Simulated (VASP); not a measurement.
VASP ran on this input.

KPOINTS:
```
Automatic mesh
0
Gamma
8 8 8
0 0 0
```

INCAR:
```
SYSTEM=PtAl2
PREC=Accurate; ENCUT=520; LREAL=.FALSE.
LASPH=.TRUE.
EDIFF=1E-6; NELM=100; ALGO=Normal
LMAXMIX=6
ISMEAR=1; SIGMA=0.1
GGA=PE
ISIF=2
LWAVE=.FALSE.; LCHARG=.FALSE.
```

### POSCAR
```
PtAl2
1
    0.0000000000     3.0141000000     3.0141000000
    3.0141000000     0.0000000000     3.0141000000
    3.0141000000     3.0141000000     0.0000000000
Al Pt
2 1
Direct
  0.2500000000   0.2500000000   0.2500000000
  0.7500000000   0.7500000000   0.7500000000
  0.0000000000   0.0000000000   0.0000000000
```

POTCAR, in this order: Al Pt_pv (PBE.64 set). Program: vasp_std.

Problem. Translate this PBE calculation to Ansatz.

Solution. One equivalent input (not run):
Ansatz 0.2 input:
```yaml
crystal:
  lattice:
    - [0.0000000, 3.0141000, 3.0141000]
    - [3.0141000, 0.0000000, 3.0141000]
    - [3.0141000, 3.0141000, 0.0000000]
  atoms:
    - { symbol: Al, position: [0.2500000, 0.2500000, 0.2500000] }
    - { symbol: Al, position: [0.7500000, 0.7500000, 0.7500000] }
    - { symbol: Pt, position: [0.0000000, 0.0000000, 0.0000000] }
kpoints:
  mp_grid: { grid: [8, 8, 8] }
hamiltonian:
  xc: pbe
  pseudopotentials: { kind: paw }
scf:
  occupations: { method: methfessel_paxton, width: 0.1 }
  max_iter: 100
output: { forces: true, stress: true, eigenvalues: true }
```
The two are equivalent in intent, not identical: each code has its own PAW files, so the cut-off isn't converted (ENCUT is set for VASP's; basis.ecutwfc is left out, and Ansatz then takes the one that its files recommend); Ansatz stops its SCF on the density residual and VASP on the energy change (EDIFF).

The compound is PtAl2 in the fluorite structure. The cell was not relaxed at this level. The run is one of a series of settings (ENCUT = 520, POTCAR Al Pt_pv (PBE.64 set) against the base run), some of them coarse on purpose.
